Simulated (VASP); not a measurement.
```
CELL_PARAMETERS angstrom
      1.25644    -2.17621     0.00000
      1.25644     2.17621     0.00000
      0.00000     0.00000     7.64833
ATOMIC_POSITIONS crystal
  B  0.33333 0.66667 0.25000
  B  0.66667 0.33333 0.75000
  N  0.66667 0.33333 0.25000
  N  0.33333 0.66667 0.75000
```

Level of theory: PBE GGA, VASP's PBE PAW potentials (set 64) (plane waves; VASP). Numerical set-up: 600 eV cut-off, 10×10×4 Γ-centred mesh, Gaussian smearing of 0.050 eV, potentials B N.

Without a dispersion term in the relaxation, distances and binding between the weakly bound layers, chains or molecules are unreliable, and so is what depends on them.

Estimate the energy per atom (σ→0).

- energy per atom (σ→0): -8.802 eV/atom

The absolute energy has meaning only against runs of the same code, potentials and settings.

The compound is BN in the hex structure. It was relaxed first, which changed the volume by +16 %.
